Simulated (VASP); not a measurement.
Output of a VASP run:

OSZICAR:
```
       N       E                     dE             d eps       ncg     rms          rms(c)
DAV:   1     0.894163047081E+02    0.89416E+02   -0.70206E+03  1416   0.114E+03
DAV:   2    -0.141934182031E+02   -0.10361E+03   -0.96145E+02  1856   0.277E+02
DAV:   3    -0.204279117138E+02   -0.62345E+01   -0.62000E+01  1824   0.627E+01
DAV:   4    -0.206875095947E+02   -0.25960E+00   -0.25916E+00  2464   0.114E+01
DAV:   5    -0.206892115780E+02   -0.17020E-02   -0.17019E-02  1812   0.104E+00    0.331E+00
DAV:   6    -0.166681400627E+02    0.40211E+01   -0.16077E+00  2040   0.134E+01    0.304E+00
DAV:   7    -0.161516365587E+02    0.51650E+00   -0.36935E-01  2476   0.712E+00    0.826E-01
DAV:   8    -0.173187951455E+02   -0.11672E+01   -0.44076E-01  1512   0.587E+00    0.125E+00
DAV:   9    -0.163959973103E+02    0.92280E+00   -0.17185E-01  1500   0.445E+00    0.907E-01
DAV:  10    -0.164737179691E+02   -0.77721E-01   -0.24100E-01  1448   0.548E+00    0.271E-01
DAV:  11    -0.164873267723E+02   -0.13609E-01   -0.13556E-02  1612   0.168E+00    0.238E-01
DAV:  12    -0.164668692254E+02    0.20458E-01   -0.16654E-02  1460   0.178E+00    0.268E-01
DAV:  13    -0.164723549886E+02   -0.54858E-02   -0.14765E-02  1432   0.160E+00    0.107E-01
DAV:  14    -0.164972632721E+02   -0.24908E-01   -0.54653E-03  1432   0.105E+00    0.799E-02
DAV:  15    -0.164961670031E+02    0.10963E-02   -0.30478E-04  1876   0.213E-01    0.114E-01
DAV:  16    -0.165023269467E+02   -0.61599E-02   -0.34321E-03  1440   0.761E-01    0.398E-02
DAV:  17    -0.165023417639E+02   -0.14817E-04   -0.12309E-04  1724   0.107E-01    0.226E-02
DAV:  18    -0.165023553179E+02   -0.13554E-04   -0.12546E-05  1820   0.460E-02    0.139E-02
DAV:  19    -0.165023699842E+02   -0.14666E-04   -0.26287E-06  1764   0.211E-02    0.110E-02
DAV:  20    -0.165023728998E+02   -0.29156E-05   -0.18176E-06  1680   0.143E-02    0.145E-03
DAV:  21    -0.165023755237E+02   -0.26239E-05   -0.72463E-07  1660   0.118E-02    0.873E-04
DAV:  22    -0.165023767600E+02   -0.12363E-05   -0.84908E-08  1404   0.338E-03    0.428E-04
DAV:  23    -0.165023765661E+02    0.19394E-06   -0.69155E-08  1244   0.257E-03    0.403E-04
DAV:  24    -0.165023771049E+02   -0.53883E-06   -0.44989E-08  1180   0.289E-03    0.357E-04
DAV:  25    -0.165023769770E+02    0.12785E-06   -0.39802E-09  1056   0.880E-04    0.221E-04
DAV:  26    -0.165023769559E+02    0.21191E-07   -0.20990E-09  1032   0.703E-04
   1 F= -.16502377E+02 E0= -.16502377E+02  d E =-.234236E-20
```

**OUTCAR**
```
------------------------ aborting loop because EDIFF is reached ----------------------------------------
  FORCE on cell =-STRESS in cart. coord.  units (eV):
  Direction    XX          YY          ZZ          XY          YZ          ZX
  --------------------------------------------------------------------------------------
  Total       -0.3280712     -0.0503130     -0.0503130      0.0000000      0.0000000     -0.0000000
  in kB       -8.2829803     -1.2702784     -1.2702784      0.0000000      0.0000000     -0.0000000
  external PRESSURE =      -3.6078457 kB  Pullay stress =       0.0000000 kB
  volume of cell :       63.46
      direct lattice vectors                 reciprocal lattice vectors
     0.000000000  3.145000000  3.145000000    -0.155865208  0.158982512  0.158982512
     3.207900000  0.000000000  3.145000000     0.155865208 -0.158982512  0.158982512
     3.207900000  3.145000000  0.000000000     0.155865208  0.158982512 -0.158982512
  FREE ENERGIE OF THE ION-ELECTRON SYSTEM (eV)
  ---------------------------------------------------
  free  energy   TOTEN  =       -16.5023769559 eV

  energy  without entropy=      -16.5023769559  energy(sigma->0) =      -16.50237696
```
(Selected blocks of OUTCAR.)

**POSCAR**
```
KCl
1
    0.0000000000     3.1450000000     3.1450000000
    3.2079000000     0.0000000000     3.1450000000
    3.2079000000     3.1450000000     0.0000000000
K Cl
1 1
Direct
  0.0000000000   0.0000000000   0.0000000000
  0.5000000000   0.5000000000   0.5000000000
```

Task: Write an INCAR and KPOINTS that could have produced this output.

Result: One answer among several that fit: the input of the run itself, r2SCAN meta-GGA, plane waves, VASP's PBE PAW potentials (set 64).

INCAR:
```
ALGO  =  Normal
EDIFF  =  1E-7
ENCUT  =  480
ISIF  =  2
ISMEAR  =  0
LASPH  =  .TRUE.
LCHARG  =  .FALSE.
LMIXTAU  =  .TRUE.
LREAL  =  .FALSE.
LWAVE  =  .FALSE.
METAGGA  =  R2SCAN
NELM  =  100
PREC  =  Accurate
SIGMA  =  0.05
SYSTEM  =  KCl
```

### KPOINTS
```
Automatic mesh
0
Gamma
8 8 8
0 0 0
```

POTCAR, in this order: K_sv Cl (PBE.64 set). Program: vasp_std.

The compound is KCl in the rock salt structure. This cell was strained or had an atom moved on purpose.
